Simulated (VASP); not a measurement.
```
Ag2S
1.0
    4.15589     0.00000    -0.00844
    0.00000     7.24942     0.00000
   -1.55545     0.00000     3.86490
Ag S
4 2
Direct
  0.10987   0.25000   0.89791
  0.89013   0.75000   0.10209
  0.50000   0.00000   0.50000
  0.50000   0.50000   0.50000
  0.73031   0.25000   0.27970
  0.26969   0.75000   0.72030
```

Calculation: PBEsol GGA, VASP's PBE PAW potentials (set 64) (plane waves; VASP). Settings: 400 eV cut-off, 7×4×7 Γ-centred mesh, tetrahedra with Blöchl corrections, potentials Ag S.

Question: Tabulate the total density of states (states/eV per cell) against energy (eV; zero at the valence-band maximum or, without a gap, the Fermi level).

Answer: 
```
E (eV) | DOS (states/eV)
    -9.97 |  0.00
    -9.74 |  0.00
    -9.52 |  0.00
    -9.29 |  0.00
    -8.95 |  0.00
    -8.72 |  0.00
    -8.50 |  0.00
    -8.27 |  0.00
    -8.04 |  0.00
    -7.82 |  0.00
    -7.48 |  0.00
    -7.25 |  0.00
    -7.02 |  0.00
    -6.80 |  0.00
    -6.57 |  0.00
    -6.34 |  0.04
    -6.11 | #### 4.03
    -5.77 | ########### 10.2
    -5.55 | ###### 5.49
    -5.32 | ##### 4.65
    -5.09 | #### 4.15
    -4.87 | ########### 10.8
    -4.64 | ######### 8.91
    -4.30 | ########### 10.0
    -4.07 | ################### 17.9
    -3.85 | ############ 11.8
    -3.62 | ################### 17.6
    -3.39 | ############################## 28.6
    -3.16 | ########################## 25.1
    -2.94 | ######## 7.56
    -2.60 | ###### 5.62
    -2.37 | ###### 6.15
    -2.14 | #### 4.03
    -1.92 | ### 3.28
    -1.69 | ##### 4.54
    -1.46 | ##### 5.05
    -1.24 | ##### 4.72
    -0.90 | #### 3.79
    -0.67 | ###### 5.52
    -0.44 | ##### 5.08
    -0.21 | ## 2.22
     0.01 |  0.01
     0.24 |  0.00
     0.58 |  0.00
     0.81 |  0.00
     1.03 |  0.00
     1.26 |  0.04
     1.49 |  0.14
     1.71 | # 0.86
     1.94 | ## 1.92
     2.28 | #### 3.77
     2.51 | ### 3.14
     2.73 | ### 2.91
     2.96 | ### 2.65
     3.19 | # 1.27
     3.42 | # 1.31
     3.76 | ## 1.72
     3.98 | ### 2.61
     4.21 | ### 3.08
     4.44 | ##### 4.78
```
Within 2 eV below the valence-band maximum the largest weight inside VASP's projection spheres is Ag d, then S p.

The structure comes from a computed database's Ag2S entry (P2_1/m); how it stands against other phases isn't given here. It was relaxed first, which changed the volume by -5 %.
